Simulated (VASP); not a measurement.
Input for VASP

File KPOINTS:
```
Automatic mesh
0
Gamma
8 8 11
0 0 0
```

INCAR:
```
# general
SYSTEM   = IrO2
PREC     = Accurate
ENCUT    = 520
LREAL    = .FALSE.
LASPH    = .TRUE.

# electronic loop
EDIFF    = 1E-7
NELM     = 100
ALGO     = Normal
LMAXMIX  = 6

# smearing
ISMEAR   = -5

# functional
GGA      = CX
LUSE_VDW = .TRUE.
AGGAC    = 0.0

# ions
ISIF     = 2

# output
LWAVE    = .FALSE.
LCHARG   = .TRUE.
LORBIT   = 11
NEDOS    = 601

# other
LEFG     = .TRUE.
```

File POSCAR:
```
IrO2
1.0
  4.4966124528   0.0000000000   0.0000000000
  0.0000000000   4.4966124528   0.0000000000
  0.0000000000   0.0000000000   3.1780631185
Ir O
2 4
Cart
  4.4966124528   0.0000000000   0.0000000000
  2.2483062264   2.2483062264   1.5890315592
  1.3886152920   1.3886152920   3.1780631185
  3.6369215184   0.8596909344   1.5890315592
  0.8596909344   3.6369215184   1.5890315592
  3.1079971608   3.1079971608   0.0000000000
```

POTCAR, in this order: Ir O (PBE.64 set). Program: vasp_std.

**Question.** Translate this vdW-DF-cx calculation to Quantum ESPRESSO's pw.x.

**Answer.** One equivalent input (not run):
```
&CONTROL
  calculation = 'scf'
  pseudo_dir = './pseudo'
  outdir = './out'
  tprnfor = .true.
  tstress = .true.
/
&SYSTEM
  ibrav = 0
  nat = 6
  ntyp = 2
  ecutwfc = 84
  occupations = 'tetrahedra'
  input_dft = 'vdw-df-cx'
/
&ELECTRONS
  conv_thr = 7.3e-09
  electron_maxstep = 100
/
ATOMIC_SPECIES
  Ir 192.217 Ir.upf
  O 15.999 O.upf
CELL_PARAMETERS angstrom
     4.4966125   -0.0000000    0.0000000
    -0.0000000    4.4966125    0.0000000
     0.0000000    0.0000000    3.1780631
ATOMIC_POSITIONS crystal
  Ir   1.0000000  0.0000000  0.0000000
  Ir   0.5000000  0.5000000  0.5000000
  O    0.3088136  0.3088136  1.0000000
  O    0.8088136  0.1911864  0.5000000
  O    0.1911864  0.8088136  0.5000000
  O    0.6911864  0.6911864  0.0000000
K_POINTS automatic
  8 8 11 0 0 0
```
What does not carry over: the potentials are each code's own (VASP's PAW set, PseudoDojo norm-conserving files in pw.x), so ENCUT and ecutwfc are chosen apart and not converted; conv_thr bounds pw.x's estimated SCF error, while EDIFF bounds the energy change between steps; the field gradients of LEFG aren't asked of the other code.

The compound is IrO2 in the rutile structure. It was relaxed first.
